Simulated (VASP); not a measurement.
Data:

```
PbO
1.0
    4.10271     0.00000     0.00000
    0.00000     4.10271     0.00000
    0.00000     0.00000     5.15030
Pb O
2 2
Cartesian
  2.05135   0.00000   3.93612
  0.00000   2.05135   1.21418
  2.05135   2.05135   0.00000
  0.00000   0.00000   0.00000
```

Level of theory: revTPSS meta-GGA, VASP's PBE PAW potentials (set 64) (plane waves; VASP). Run with 520 eV cut-off, 6×6×5 Γ-centred mesh, Gaussian smearing of 0.050 eV, potentials Pb_d O.

Without a dispersion term in the relaxation, distances and binding between the weakly bound layers, chains or molecules are unreliable, and so is what depends on them.

Q: The ions and cell shape at fixed volume are relaxed. What does this cell relax into?

A: 
```
PbO
1.0
    4.02808     0.00000     0.00000
    0.00000     4.02808     0.00000
    0.00000     0.00000     5.34289
Pb O
2 2
Direct
  0.50000   0.00000   0.77641
  0.00000   0.50000   0.22359
  0.50000   0.50000   0.00000
  0.00000   0.00000   0.00000
```
Space group P4/nmm (129), at a tolerance of 0.03 Å.

Q: How much energy does the relaxation gain?

A: The energy (σ→0) changes by -14.2 meV/atom, in 7 ionic steps.

The compound is PbO in the litharge structure. This cell is one point of a volume scan, at 1.06 of the reference volume. Symmetry was kept, so distortions that lower it aren't found.
